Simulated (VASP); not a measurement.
Data:

```xyz
1
Lattice="0.0000 1.8876 1.8876 1.8876 0.0000 1.8876 1.8876 1.8876 0.0000" Properties=species:S:1:pos:R:3 pbc="T T T"
Ir     0.0000     0.0000     0.0000
```

Method: PBEsol GGA, VASP's PBE PAW potentials (set 64) (plane waves; VASP). Numerical set-up: 500 eV cut-off, 17×17×17 Γ-centred mesh, first-order Methfessel-Paxton smearing of 0.10 eV, potentials Ir.

Question: The ions, cell shape and volume at an external pressure of 30.0 GPa are relaxed. Give the cell that the relaxation ends in.

Answer: 
```xyz
1
Lattice="0.0000 1.8755 1.8755 1.8755 0.0000 1.8755 1.8755 1.8755 0.0000" Properties=species:S:1:pos:R:3 pbc="T T T"
Ir     1.8755     0.0000     1.8755
```
Space group Fm-3m (225), at a tolerance of 0.03 Å.

Question: How do energy and volume change from the first to the last step?

Answer: The energy (σ→0) changes by +40.0 meV/atom and the volume by -1.9 %, in 4 ionic steps.

| step | E(σ→0) (eV) | max force (eV/Å) | pressure (GPa) | volume (Å³) |
|---|---|---|---|---|
| 1 | -9.7829 | 0.000 | 20.00 | 13.45 |
| 2 | -9.2323 | 0.000 | 101.56 | 11.88 |
| 3 | -9.7450 | 0.000 | 29.47 | 13.20 |
| 4 | -9.7429 | 0.000 | 29.92 | 13.19 |

The compound is Ir in the fcc structure. This run relaxes it under an external pressure of 30 GPa. Symmetry was kept, so distortions that lower it aren't found.
